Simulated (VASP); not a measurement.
A run of VASP 6.6.1:

The input INCAR:

```
  ALGO = Normal
  EDIFF = 1E-6
  ENCUT = 520
  GGA = PE
  ISIF = 2
  ISMEAR = -1
  LASPH = T
  LCHARG = T
  LELF = T
  LREAL = F
  LVHAR = T
  LWAVE = F
  NBANDS = 33
  NELM = 100
  PREC = Accurate
  SIGMA = 0.0274
```

Contents of KPOINTS:

```
k-points
0
Gamma
  5 5 3
```

File POSCAR:

```
Sr2CN2F2
1.0
    0.0000000000      3.8675470000      0.0000000000
    4.3774670000     -1.9337740000      0.0000000000
    0.8996500000      0.0000000000     -6.5345150000
N C F Sr
2 1 2 2
Direct
    0.1156000000      0.2312000000      0.5542000000
    0.8844000000      0.7688000000      0.4458000000
    0.0000000000      0.0000000000      0.5000000000
    0.3704100000      0.7408200000      0.8517300000
    0.6295900000      0.2591800000      0.1482700000
    0.3176600000      0.6353200000      0.2707900000
    0.6823400000      0.3646800000      0.7292100000
```

Potentials or basis: VASP PAW PBE potentials, release 64 (N, C, F, Sr_sv).

Launch:

```bash
$ cat potpaw_PBE.64/N/POTCAR potpaw_PBE.64/C/POTCAR potpaw_PBE.64/F/POTCAR potpaw_PBE.64/Sr_sv/POTCAR > POTCAR
$ mpirun -np 1 vasp_std > vasp.out
```

Hardware: 1 thread of Intel(R) Xeon(R) Platinum 8375C CPU @ 2.90GHz (Ice Lake), with other jobs on the host.

Question: Estimate the wall time of this run.

Answer: Run time: 2.2 min on 1 thread of Intel(R) Xeon(R) Platinum 8375C CPU @ 2.90GHz (Ice Lake), with other jobs on the host, peak memory 0.26 GiB. Counts: scf iterations 15, k points 24.
